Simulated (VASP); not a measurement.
All values below come from PBE GGA, VASP's PBE PAW potentials (set 64) (plane waves; VASP).

VASP ran on this input.

INCAR:
```
SYSTEM = Mg31ZnO32
PREC = Normal
ENCUT = 400
EDIFF = 1E-5
NELM = 100
ALGO = Fast
LREAL = Auto
LASPH = .TRUE.
ISMEAR = 0
SIGMA = 0.05
GGA = PE
LMAXMIX = 4
LWAVE = .TRUE.
LCHARG = .FALSE.
NELMIN = 4
ISYM = 0
IBRION = 2
ISIF = 2
NSW = 60
EDIFFG = -0.03
```

### KPOINTS
```
Automatic mesh
0
Gamma
1 1 1
0 0 0
```

POSCAR:
```
Mg31ZnO32
1
    8.4869590160     0.0000000000     0.0000000000
    0.0000000000     8.4869590160    -0.0000000000
   -0.0000000000    -0.0000000000     8.4869590160
Mg O Zn
31 32 1
Direct
  0.5000000000   0.0000000000   0.0000000000
  0.7500000000   0.2500000000   0.0000000000
  0.7500000000   0.0000000000   0.2500000000
  0.0000000000   0.0000000000   0.0000000000
  0.2500000000   0.2500000000   0.0000000000
  0.5000000000   0.5000000000   0.0000000000
  0.7500000000   0.7500000000   0.0000000000
  0.2500000000   0.0000000000   0.2500000000
  0.4971150000   0.2448860000   0.2550740000
  0.7487060000   0.4985600000   0.2518000000
  0.5000000000   0.0000000000   0.5000000000
  0.7532020000   0.2477670000   0.5056790000
  0.7500000000   0.0000000000   0.7500000000
  0.0000000000   0.5000000000   0.0000000000
  0.2500000000   0.7500000000   0.0000000000
  0.0000000000   0.2500000000   0.2500000000
  0.2463090000   0.5026630000   0.2513950000
  0.5010010000   0.7512370000   0.2477060000
  0.0000000000   0.0000000000   0.5000000000
  0.2547160000   0.2490520000   0.5006190000
  0.7445650000   0.7479980000   0.4992230000
  0.2500000000   0.0000000000   0.7500000000
  0.5021870000   0.2450210000   0.7500740000
  0.7463280000   0.5042800000   0.7494440000
  0.0000000000   0.7500000000   0.2500000000
  0.0000000000   0.5000000000   0.5000000000
  0.2521880000   0.7547220000   0.4979510000
  0.0000000000   0.2500000000   0.7500000000
  0.2553360000   0.4962920000   0.7554160000
  0.5042320000   0.7488460000   0.7551470000
  0.0000000000   0.7500000000   0.7500000000
  0.7500000000   0.2500000000   0.2500000000
  0.0000000000   0.5000000000   0.2500000000
  0.0000000000   0.2500000000   0.5000000000
  0.2500000000   0.2500000000   0.2500000000
  0.4986660000   0.4980460000   0.2501570000
  0.7500000000   0.7500000000   0.2500000000
  0.0000000000   0.0000000000   0.2500000000
  0.4949630000   0.2444420000   0.4958720000
  0.7505540000   0.5055500000   0.5047190000
  0.0000000000   0.7500000000   0.5000000000
  0.7500000000   0.2500000000   0.7500000000
  0.0000000000   0.5000000000   0.7500000000
  0.0000000000   0.2500000000   0.0000000000
  0.2500000000   0.7500000000   0.2500000000
  0.5000000000   0.0000000000   0.2500000000
  0.2513970000   0.4972140000   0.5020760000
  0.5012560000   0.7522670000   0.5004790000
  0.7500000000   0.0000000000   0.5000000000
  0.2500000000   0.2500000000   0.7500000000
  0.5014420000   0.5055630000   0.7519670000
  0.7500000000   0.7500000000   0.7500000000
  0.0000000000   0.0000000000   0.7500000000
  0.5000000000   0.2500000000   0.0000000000
  0.7500000000   0.5000000000   0.0000000000
  0.0000000000   0.7500000000   0.0000000000
  0.2500000000   0.0000000000   0.5000000000
  0.2500000000   0.7500000000   0.7500000000
  0.5000000000   0.0000000000   0.7500000000
  0.2500000000   0.5000000000   0.0000000000
  0.5000000000   0.7500000000   0.0000000000
  0.7500000000   0.0000000000   0.0000000000
  0.2500000000   0.0000000000   0.0000000000
  0.4993690000   0.4967270000   0.5045810000
```

POTCAR, in this order: Mg O Zn (PBE.64 set). Program: vasp_gam.

The run wrote:

File OSZICAR:
```
       N       E                     dE             d eps       ncg     rms          rms(c)
DAV:   1     0.292065546042E+04    0.29207E+04   -0.11870E+05   332   0.134E+03
DAV:   2    -0.434918149880E+02   -0.29641E+04   -0.28297E+04   468   0.369E+02
DAV:   3    -0.415138109734E+03   -0.37165E+03   -0.36803E+03   378   0.151E+02
DAV:   4    -0.427110172338E+03   -0.11972E+02   -0.11907E+02   400   0.296E+01
DAV:   5    -0.427288104128E+03   -0.17793E+00   -0.17770E+00   392   0.432E+00    0.405E+01
RMM:   6    -0.377001216798E+03    0.50287E+02   -0.22538E+02   332   0.312E+01    0.157E+01
RMM:   7    -0.377831634169E+03   -0.83042E+00   -0.17713E+01   332   0.101E+01    0.843E+00
RMM:   8    -0.377762969845E+03    0.68664E-01   -0.33070E+00   335   0.500E+00    0.542E+00
RMM:   9    -0.377741676914E+03    0.21293E-01   -0.83769E-01   332   0.340E+00    0.873E-01
RMM:  10    -0.377737673641E+03    0.40033E-02   -0.14938E-01   332   0.974E-01    0.641E-01
RMM:  11    -0.377737916185E+03   -0.24254E-03   -0.43718E-02   334   0.545E-01    0.198E-01
RMM:  12    -0.377741050895E+03   -0.31347E-02   -0.19601E-02   332   0.317E-01    0.208E-01
RMM:  13    -0.377740650831E+03    0.40006E-03   -0.32015E-03   332   0.172E-01    0.559E-02
RMM:  14    -0.377740720009E+03   -0.69178E-04   -0.86620E-04   332   0.710E-02    0.396E-02
RMM:  15    -0.377740733032E+03   -0.13023E-04   -0.20734E-04   322   0.383E-02    0.310E-02
RMM:  16    -0.377740738891E+03   -0.58593E-05   -0.69241E-05   281   0.189E-02
   1 F= -.37774074E+03 E0= -.37774074E+03  d E =-.377741E+03
       N       E                     dE             d eps       ncg     rms          rms(c)
DAV:   1    -0.377892947488E+03   -0.15221E+00   -0.40104E+01   352   0.176E+01    0.107E+00
RMM:   2    -0.377964214481E+03   -0.71267E-01   -0.96492E-01   332   0.254E+00    0.594E-01
RMM:   3    -0.377959065999E+03    0.51485E-02   -0.66676E-02   332   0.806E-01    0.398E-01
RMM:   4    -0.377953629298E+03    0.54367E-02   -0.32888E-02   332   0.459E-01    0.115E-01
RMM:   5    -0.377953566055E+03    0.63243E-04   -0.46455E-03   341   0.215E-01    0.790E-02
RMM:   6    -0.377953622046E+03   -0.55992E-04   -0.18444E-03   367   0.946E-02    0.411E-02
RMM:   7    -0.377953611980E+03    0.10067E-04   -0.24200E-04   319   0.441E-02    0.286E-02
RMM:   8    -0.377953616963E+03   -0.49835E-05   -0.11920E-04   316   0.287E-02    0.119E-02
RMM:   9    -0.377953615009E+03    0.19536E-05   -0.35950E-05   234   0.153E-02
   2 F= -.37795362E+03 E0= -.37795362E+03  d E =-.212876E+00
       N       E                     dE             d eps       ncg     rms          rms(c)
DAV:   1    -0.377956327175E+03   -0.27102E-02   -0.10874E+00   384   0.287E+00    0.176E-01
RMM:   2    -0.377958289588E+03   -0.19624E-02   -0.26385E-02   332   0.421E-01    0.984E-02
RMM:   3    -0.377958167379E+03    0.12221E-03   -0.18617E-03   332   0.135E-01    0.672E-02
RMM:   4    -0.377958015316E+03    0.15206E-03   -0.88197E-04   332   0.763E-02    0.201E-02
RMM:   5    -0.377958011704E+03    0.36120E-05   -0.12821E-04   318   0.355E-02    0.132E-02
RMM:   6    -0.377958012533E+03   -0.82859E-06   -0.52478E-05   265   0.164E-02
   3 F= -.37795801E+03 E0= -.37795801E+03  d E =-.217274E+00
       N       E                     dE             d eps       ncg     rms          rms(c)
DAV:   1    -0.377979314159E+03   -0.21302E-01   -0.70354E+00   352   0.752E+00    0.431E-01
RMM:   2    -0.377992902264E+03   -0.13588E-01   -0.16335E-01   332   0.109E+00    0.196E-01
RMM:   3    -0.377992378555E+03    0.52371E-03   -0.10267E-02   332   0.328E-01    0.138E-01
RMM:   4    -0.377991644869E+03    0.73369E-03   -0.41341E-03   332   0.172E-01    0.405E-02
RMM:   5    -0.377991653024E+03   -0.81550E-05   -0.51059E-04   336   0.732E-02    0.249E-02
RMM:   6    -0.377991657643E+03   -0.46189E-05   -0.21602E-04   336   0.355E-02    0.144E-02
RMM:   7    -0.377991657726E+03   -0.83430E-07   -0.30642E-05   228   0.171E-02
   4 F= -.37799166E+03 E0= -.37799166E+03  d E =-.336452E-01
       N       E                     dE             d eps       ncg     rms          rms(c)
DAV:   1    -0.377992735713E+03   -0.10781E-02   -0.17100E+00   352   0.370E+00    0.213E-01
RMM:   2    -0.377996009344E+03   -0.32736E-02   -0.39658E-02   332   0.538E-01    0.956E-02
RMM:   3    -0.377995886278E+03    0.12307E-03   -0.25320E-03   332   0.163E-01    0.681E-02
RMM:   4    -0.377995707582E+03    0.17870E-03   -0.99552E-04   332   0.843E-02    0.205E-02
RMM:   5    -0.377995710060E+03   -0.24779E-05   -0.13152E-04   319   0.370E-02    0.123E-02
RMM:   6    -0.377995711359E+03   -0.12991E-05   -0.55051E-05   276   0.177E-02
   5 F= -.37799571E+03 E0= -.37799571E+03  d E =-.376988E-01
       N       E                     dE             d eps       ncg     rms          rms(c)
DAV:   1    -0.377998882215E+03   -0.31722E-02   -0.93273E-01   360   0.273E+00    0.148E-01
RMM:   2    -0.378000444653E+03   -0.15624E-02   -0.19037E-02   332   0.372E-01    0.713E-02
RMM:   3    -0.378000396880E+03    0.47772E-04   -0.11824E-03   332   0.109E-01    0.508E-02
RMM:   4    -0.378000327510E+03    0.69370E-04   -0.47248E-04   332   0.598E-02    0.161E-02
RMM:   5    -0.378000327927E+03   -0.41709E-06   -0.60624E-05   295   0.267E-02
   6 F= -.37800033E+03 E0= -.37800033E+03  d E =-.461657E-02
       N       E                     dE             d eps       ncg     rms          rms(c)
DAV:   1    -0.378000219688E+03    0.10782E-03   -0.49756E-01   368   0.199E+00    0.107E-01
RMM:   2    -0.378001076733E+03   -0.85704E-03   -0.10313E-02   332   0.275E-01    0.548E-02
RMM:   3    -0.378001051622E+03    0.25111E-04   -0.63263E-04   332   0.810E-02    0.390E-02
RMM:   4    -0.378001012941E+03    0.38681E-04   -0.26280E-04   332   0.446E-02    0.127E-02
RMM:   5    -0.378001012962E+03   -0.20911E-07   -0.35413E-05   243   0.202E-02
   7 F= -.37800101E+03 E0= -.37800101E+03  d E =-.530160E-02
       N       E                     dE             d eps       ncg     rms          rms(c)
DAV:   1    -0.378001038161E+03   -0.25220E-04   -0.14741E-02   408   0.343E-01    0.183E-02
RMM:   2    -0.378001059488E+03   -0.21326E-04   -0.27258E-04   332   0.445E-02    0.840E-03
RMM:   3    -0.378001058140E+03    0.13477E-05   -0.16157E-05   205   0.124E-02    0.520E-03
RMM:   4    -0.378001057130E+03    0.10098E-05   -0.42063E-06   198   0.577E-03
   8 F= -.37800106E+03 E0= -.37800106E+03  d E =-.534577E-02
       N       E                     dE             d eps       ncg     rms          rms(c)
DAV:   1    -0.378001634891E+03   -0.57675E-03   -0.55683E-01   360   0.215E+00    0.111E-01
RMM:   2    -0.378002625655E+03   -0.99076E-03   -0.11719E-02   332   0.298E-01    0.512E-02
RMM:   3    -0.378002590003E+03    0.35652E-04   -0.69737E-04   332   0.850E-02    0.362E-02
RMM:   4    -0.378002543351E+03    0.46651E-04   -0.26145E-04   332   0.440E-02    0.113E-02
RMM:   5    -0.378002544347E+03   -0.99558E-06   -0.35513E-05   251   0.192E-02
   9 F= -.37800254E+03 E0= -.37800254E+03  d E =-.148722E-02
```

### OUTCAR
```
------------------------ aborting loop because EDIFF is reached ----------------------------------------
  FORCE on cell =-STRESS in cart. coord.  units (eV):
  Direction    XX          YY          ZZ          XY          YZ          ZX
  --------------------------------------------------------------------------------------
  Total      -16.7549579    -16.7414007    -16.6978807      0.0031150     -0.0168600      0.0136784
  in kB      -43.9134552    -43.8779227    -43.7638601      0.0081641     -0.0441887      0.0358501
  external PRESSURE =     -43.8517460 kB  Pullay stress =       0.0000000 kB
  volume of cell :      611.30
      direct lattice vectors                 reciprocal lattice vectors
     8.486959016  0.000000000  0.000000000     0.117827834  0.000000000  0.000000000
     0.000000000  8.486959016  0.000000000     0.000000000  0.117827834  0.000000000
     0.000000000  0.000000000  8.486959016     0.000000000  0.000000000  0.117827834
  FREE ENERGIE OF THE ION-ELECTRON SYSTEM (eV)
  ---------------------------------------------------
  free  energy   TOTEN  =      -378.0025443467 eV

  energy  without entropy=     -378.0025443467  energy(sigma->0) =     -378.00254435

 reached required accuracy - stopping structural energy minimisation
```
(Selected blocks of OUTCAR.)

**CONTCAR**
```
Mg31ZnO32
   1.00000000000000
     8.4869590160000001    0.0000000000000000    0.0000000000000000
     0.0000000000000000    8.4869590160000001    0.0000000000000000
     0.0000000000000000    0.0000000000000000    8.4869590160000001
  Mg              O               Zn
    31    32     1
Direct
     0.5000741291570108    0.9998189278219897    0.0003802921072077
     0.7500218381122592    0.2500159377836473    0.0004536453460794
     0.7499349695406836    0.9999976703368875    0.2503574191793076
     0.0000314495240627    0.0000170643761006    0.0001959401525735
     0.2500349431675894    0.2499511479527078    0.0004640484757411
     0.5000568358504660    0.4997470148588470    0.0008019355946502
     0.7500344857995257    0.7498470757887388    0.0005356531490670
     0.2498106403469346    0.9997358779004495    0.2502629073469766
     0.4999064361086207    0.2497077927094754    0.2505791339853607
     0.7499484715464620    0.4998706778433637    0.2507326472553484
     0.5000641988636144    0.9997743553272347    0.5002492062464609
     0.7500154990944876    0.2498465340183476    0.5005171029958932
     0.7502676104792372    0.9999239419798489    0.7502944194948393
     0.0000362379590664    0.5000112446673231    0.0005034594364452
     0.2499931824068007    0.7497756224482142    0.0004000120930663
     0.9998881358198464    0.2501160200664848    0.2505389898123817
     0.2499045845492941    0.4996956243841507    0.2506040743878472
     0.4998671116826275    0.7497238659323925    0.2504312213548026
     0.0000809302587557    0.9999053022482826    0.5001301250046395
     0.2500032698541867    0.2497031820119200    0.5004947682776790
     0.7501212801467269    0.7498970856855517    0.5003905013531319
     0.2502128696020967    0.9999364146017030    0.7502838165048379
     0.5001939681372740    0.2497793739851406    0.7505858988456565
     0.7500771501450890    0.4999513115595507    0.7506490763119693
     0.9999083239680204    0.7497376998568289    0.2504160373841164
     0.0000417852983315    0.5000064159401603    0.5006840180009986
     0.2501080814540153    0.7497368946606149    0.5003607974845399
     0.0001935019194422    0.2501553521678611    0.7503416791061623
     0.2502365869428606    0.4999486215587893    0.7505497294131260
     0.5001744559815302    0.7498310109527846    0.7505106586705288
     0.0002851747044456    0.7499103272642712    0.7502256113112186
     0.7497122003948519    0.2501393577947436    0.2508018133256356
     0.9999246506029768    0.4999382737755808    0.2502958047303276
     0.0000703345676961    0.2496693680702087    0.5005667993796230
     0.2501955553736389    0.2500728167190554    0.2508259860957772
     0.4998489095090997    0.4996507905809272    0.2471392542086920
     0.7496778048685068    0.7495829038656384    0.2507279369301094
     0.9998566674935498    0.9999064255882977    0.2501042169199851
     0.5000525629814416    0.2460725146078012    0.5006324791497690
     0.7535421207609652    0.4998858354293347    0.5006406852239222
     0.0000965946370933    0.7501542736009554    0.5003217369783207
     0.7500109232868226    0.2501144572354507    0.7502541134146835
     0.0002042985621753    0.5000426021858086    0.7507990466510687
     0.9999704478874132    0.2500158889546475    0.0003651745037350
     0.2501112446889782    0.7495171663366433    0.2505569296223069
     0.4998953123074600    0.9998388153972025    0.2500183729349624
     0.2466585188922080    0.4998560861182300    0.5005362571980164
     0.5000990022176420    0.7532817046061963    0.5004158686832613
     0.7505244710578874    0.9997866571850837    0.5002765198925672
     0.2504562661828130    0.2501332550841628    0.7502031044467595
     0.5001722702393325    0.4997369924847511    0.7542636609683001
     0.7498791878759873    0.7495537882720605    0.7501118655134904
     0.0002575925866434    0.9999879497853755    0.7502844001193868
     0.5000952238273952    0.2494123958788645    0.0006412204974251
     0.7503570451212150    0.4998715347669508    0.0007560237772147
     0.0000462048260630    0.7500066919154958    0.0003394193832215
     0.2497171000282851    0.9997705814324288    0.5002594679647100
     0.2505023543484535    0.7496484804162167    0.7501802879456824
     0.5002186104415209    0.9997579652425900    0.7507897660339679
     0.2496861338270026    0.4998800154776764    0.0006299724070550
     0.5000305304287627    0.7500851067671663    0.0005387318266255
     0.7502774057799466    0.0000190078621796    0.0004079743814046
     0.2498152525234789    0.9998424898630851    0.0002868821109664
     0.5000410634513223    0.4998254180095398    0.5004824006983787
```

At this cut-off the stress carries a Pulay error, which pulls relaxed volumes low. The supercell is sampled at Γ alone, which is coarse: total energies, pressure and levels can be off, energies of defects by several tenths of an eV.

The cell is a supercell with a defect, built from MgO (rock salt): Zn_Mg. The run is not spin-polarised, so no state with unpaired spins was tried.
